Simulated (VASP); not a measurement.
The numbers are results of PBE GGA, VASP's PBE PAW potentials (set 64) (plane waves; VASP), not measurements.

Gaps are without spin-orbit coupling.

The volume per atom comes out as 13.30 Å³/atom and the band gap (over mesh and band path) comes out as 5.69 eV. The smallest direct gap (over mesh and band path) is 5.98 eV.

Which relaxed crystal gives these values?
A) GaN, F-43m (216)
B) SiO2, P3_221 (154)
C) LiCl, Fm-3m (225)
D) PbSe, Fm-3m (225)

B, SiO2, P3_221 (154)
